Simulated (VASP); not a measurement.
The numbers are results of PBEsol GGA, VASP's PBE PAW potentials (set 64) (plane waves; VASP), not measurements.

VASP ran on this input.

INCAR:
```
ALGO=Normal
EDIFF=1E-7
ENCUT=520
GGA=PS
ISIF=2
ISMEAR=0
LASPH=.TRUE.
LCHARG=.FALSE.
LMAXMIX=4
LREAL=.FALSE.
LWAVE=.FALSE.
NELM=100
PREC=Accurate
SIGMA=0.05
SYSTEM=CdTe
```

**POSCAR**
```
CdTe
1
    0.0000000000     3.2492489044     3.2492489044
    3.2492489044     0.0000000000     3.2492489044
    3.2492489044     3.2492489044     0.0000000000
Cd Te
1 1
Direct
  0.0000000000   0.0000000000   0.0000000000
  0.2500000000   0.2500000000   0.2500000000
```

**KPOINTS**
```
K-points
0
gamma
 7 7 7
```

POTCAR, in this order: Cd Te (PBE.64 set). Program: vasp_std.

Output of the run:

File OSZICAR:
```
       N       E                     dE             d eps       ncg     rms          rms(c)
DAV:   1     0.101141637540E+03    0.10114E+03   -0.82688E+03   520   0.119E+03
DAV:   2    -0.163661895652E+01   -0.10278E+03   -0.99108E+02   570   0.274E+02
DAV:   3    -0.570536907524E+01   -0.40688E+01   -0.40609E+01   645   0.580E+01
DAV:   4    -0.574376599348E+01   -0.38397E-01   -0.38393E-01   740   0.499E+00
DAV:   5    -0.574385978583E+01   -0.93792E-04   -0.93792E-04   620   0.234E-01    0.557E+00
DAV:   6    -0.550658765224E+01    0.23727E+00   -0.53718E-01   580   0.102E+01    0.460E+00
DAV:   7    -0.548896582933E+01    0.17622E-01   -0.11202E-01   580   0.254E+00    0.186E+00
DAV:   8    -0.548799927063E+01    0.96656E-03   -0.99554E-03   545   0.139E+00    0.531E-01
DAV:   9    -0.548797053129E+01    0.28739E-04   -0.78998E-04   595   0.334E-01    0.121E-01
DAV:  10    -0.548800182474E+01   -0.31293E-04   -0.11586E-04   575   0.112E-01    0.548E-02
DAV:  11    -0.548802626091E+01   -0.24436E-04   -0.47934E-05   548   0.461E-02    0.343E-02
DAV:  12    -0.548802442242E+01    0.18385E-05   -0.44639E-06   615   0.164E-02    0.178E-02
DAV:  13    -0.548802434668E+01    0.75744E-07   -0.41909E-07   560   0.430E-03
   1 F= -.54880243E+01 E0= -.54880243E+01  d E =-.116025E-12
```

**OUTCAR**
```
------------------------ aborting loop because EDIFF is reached ----------------------------------------
  FORCE on cell =-STRESS in cart. coord.  units (eV):
  Direction    XX          YY          ZZ          XY          YZ          ZX
  --------------------------------------------------------------------------------------
  Total       -0.0043083     -0.0043083     -0.0043083     -0.0000000      0.0000000     -0.0000000
  in kB       -0.1006085     -0.1006085     -0.1006085     -0.0000000      0.0000000     -0.0000000
  external PRESSURE =      -0.1006085 kB  Pullay stress =       0.0000000 kB
  volume of cell :       68.61
      direct lattice vectors                 reciprocal lattice vectors
     0.000000000  3.249248904  3.249248904    -0.153881717  0.153881717  0.153881717
     3.249248904  0.000000000  3.249248904     0.153881717 -0.153881717  0.153881717
     3.249248904  3.249248904  0.000000000     0.153881717  0.153881717 -0.153881717
  FREE ENERGIE OF THE ION-ELECTRON SYSTEM (eV)
  ---------------------------------------------------
  free  energy   TOTEN  =        -5.4880243467 eV

  energy  without entropy=       -5.4880243467  energy(sigma->0) =       -5.48802435
```
(Selected blocks of OUTCAR.)

### OUTCAR
```
 val. band max:        2.1388416147   @ k =   0.0000   0.0000   0.0000

 cond. band min:       2.7766469804   @ k =   0.0000   0.0000   0.0000


 Fermi energy:         2.3705620548

 k-point     1 :       0.0000    0.0000    0.0000
  band No.  band energies     occupation
      1      -9.0272      2.00000
      2      -6.0897      2.00000
      3      -6.0897      2.00000
      4      -6.0897      2.00000
      5      -5.8307      2.00000
      6      -5.8307      2.00000
      7       2.1388      2.00000
      8       2.1388      2.00000
      9       2.1388      2.00000
     10       2.7766      0.00000
     11       6.6900      0.00000
     12       6.6900      0.00000
     13       6.6900      0.00000

 k-point     2 :       0.1429    0.0000    0.0000
  band No.  band energies     occupation
      1      -8.9521      2.00000
      2      -6.0756      2.00000
      3      -6.0756      2.00000
      4      -6.0312      2.00000
      5      -5.8318      2.00000
      6      -5.8318      2.00000
      7       0.6662      2.00000
      8       1.9647      2.00000
      9       1.9647      2.00000
     10       3.7933      0.00000
     11       6.6912      0.00000
     12       6.9543      0.00000
     13       6.9543      0.00000

 k-point     3 :       0.2857    0.0000    0.0000
  band No.  band energies     occupation
      1      -8.7824      2.00000
      2      -6.0473      2.00000
      3      -6.0473      2.00000
      4      -5.8322      2.00000
      5      -5.8301      2.00000
      6      -5.8301      2.00000
      7      -0.9913      2.00000
      8       1.6295      2.00000
      9       1.6295      2.00000
     10       4.0182      0.00000
     11       7.2849      0.00000
     12       7.2849      0.00000
     13       7.7660      0.00000

 k-point     4 :       0.4286    0.0000    0.0000
  band No.  band energies     occupation
      1      -8.6478      2.00000
      2      -6.0292      2.00000
      3      -6.0292      2.00000
...
```

Unless said otherwise, spin-orbit coupling is left out, though it shifts the bands of the heavy elements here.

The compound is CdTe in the zinc blende structure. It was relaxed first.
